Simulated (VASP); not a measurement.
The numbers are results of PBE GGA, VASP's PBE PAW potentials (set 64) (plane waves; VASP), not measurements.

VASP input:

File POSCAR:
```
C
1.0
  1.2300000000  -2.1304220000   0.0000000000
  1.2300000000   2.1304220000   0.0000000000
  0.0000000000   0.0000000000   6.7100000000
C
4
direct
  0.0000000000   0.0000000000   0.2500000000
  0.0000000000   0.0000000000   0.7500000000
  0.3333330000   0.6666670000   0.2500000000
  0.6666670000   0.3333330000   0.7500000000
```

KPOINTS:
```
Regular mesh
0
G
 13 13 4
```

INCAR:
```
LWAVE  =  .FALSE.
ENCUT  =  520
NBANDS  =  24
NELM  =  100
ISIF  =  2   ! forces and stress, cell fixed
SYSTEM  =  C
GGA  =  PE
PREC  =  Accurate
LCHARG  =  .FALSE.
EDIFF  =  1E-6   ! SCF stop (eV)
LREAL  =  .FALSE.
ALGO  =  Normal   ! blocked Davidson
SIGMA  =  0.1
ISMEAR  =  1   ! Methfessel-Paxton
LASPH  =  .TRUE.   ! aspherical one-centre terms
```

POTCAR, in this order: C (PBE.64 set). Program: vasp_std.

Question: What does the run give for the energy per atom (σ→0), pressure?

Answer: 
| Item | Result |
|---|---|
| energy per atom (σ→0) | -9.211 eV/atom |
| pressure | 3.57 GPa |

File OSZICAR:
```
...
DAV:   6    -0.374151799311E+02    0.18391E+01   -0.73955E-01  3656   0.469E+00    0.524E+00
DAV:   7    -0.368370207484E+02    0.57816E+00   -0.10552E+00  3680   0.545E+00    0.152E+00
DAV:   8    -0.368468474657E+02   -0.98267E-02   -0.65715E-02  3352   0.121E+00    0.514E-01
DAV:   9    -0.368443423254E+02    0.25051E-02   -0.19608E-03  3576   0.271E-01    0.104E-01
DAV:  10    -0.368444973639E+02   -0.15504E-03   -0.50943E-04  3728   0.110E-01    0.841E-02
DAV:  11    -0.368444991087E+02   -0.17448E-05   -0.19888E-05  3552   0.251E-02    0.193E-02
DAV:  12    -0.368444988531E+02    0.25565E-06   -0.12207E-06  3656   0.617E-03
   1 F= -.36844499E+02 E0= -.36844532E+02  d E =0.986433E-04
```

The compound is C in the graphite structure. The cell was not relaxed at this level. The run is one of a series of settings (NBANDS = 24 against the base run), some of them coarse on purpose.
